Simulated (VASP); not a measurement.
Given:

```
CELL_PARAMETERS angstrom
      0.00000     2.44000     2.44000
      2.44000     0.00000     2.44000
      2.44000     2.44000     0.00000
ATOMIC_POSITIONS crystal
  Y  0.00000 0.00000 0.00000
  N  0.50000 0.50000 0.50000
```

All values below come from optB86b-vdW, VASP's PBE PAW potentials (set 64) (plane waves; VASP 6.6.1). Run with 520 eV cut-off, Gaussian smearing of 0.050 eV, potentials Y_sv N.

Question: Give the energies of bands 6 to 11 at the high-symmetry points, in eV from the valence-band maximum.

Answer: 
```json
[
 {"band": "6", "Γ": "0.00", "X": "-1.48", "U": "-2.19", "L": "-4.08", "W": "-2.15"},
 {"band": "7", "Γ": "0.00", "X": "-0.38", "U": "-1.57", "L": "-2.26", "W": "-1.53"},
 {"band": "8", "Γ": "0.00", "X": "-0.38", "U": "-1.31", "L": "-2.26", "W": "-1.53"},
 {"band": "9", "Γ": "3.13", "X": "0.18", "U": "2.46", "L": "5.72", "W": "4.01"},
 {"band": "10", "Γ": "3.13", "X": "6.89", "U": "6.28", "L": "6.38", "W": "4.01"},
 {"band": "11", "Γ": "3.13", "X": "7.30", "U": "7.05", "L": "6.38", "W": "7.37"}
]
```

The gap is indirect, 0.18 eV, from the valence maximum at Γ to the conduction minimum at X.

The compound is YN in the rock salt structure. The cell was not relaxed at this level.
